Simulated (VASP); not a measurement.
Given:

```
HgTe
1.0
    0.00000     3.34526     3.34526
    3.34526     0.00000     3.34526
    3.34526     3.34526     0.00000
Hg Te
1 1
Direct
  0.00000   0.00000   0.00000
  0.25000   0.25000   0.25000
```

All values below come from PBE GGA, VASP's PBE PAW potentials (set 64) (plane waves; VASP). Run with 300 eV cut-off, 7×7×7 Γ-centred mesh, Gaussian smearing of 0.20 eV, potentials Hg Te.

Energy and stress use the plane-wave basis of the starting cell.

Task: The ions, cell shape and volume are relaxed. Give the cell that the relaxation ends in.

Result: 
```
HgTe
1.0
    0.00000     3.31926     3.31926
    3.31926     0.00000     3.31926
    3.31926     3.31926     0.00000
Hg Te
1 1
Direct
  0.00000   0.00000   0.00000
  0.25000   0.25000   0.25000
```
Space group F-43m (216), at a tolerance of 0.03 Å.

Task: How do energy and volume change from the first to the last step?

Result: The energy (σ→0) changes by -2.1 meV/atom and the volume by -2.3 %, in 3 ionic steps.

The structure comes from a computed database's HgTe entry; how it stands against other phases isn't given here. This run relaxes it. Symmetry was kept, so distortions that lower it aren't found. The run is one of a series of settings (EDIFFG = -0.01, IBRION = 2, ISIF = 3, NSW = 50 against the base run), some of them coarse on purpose.
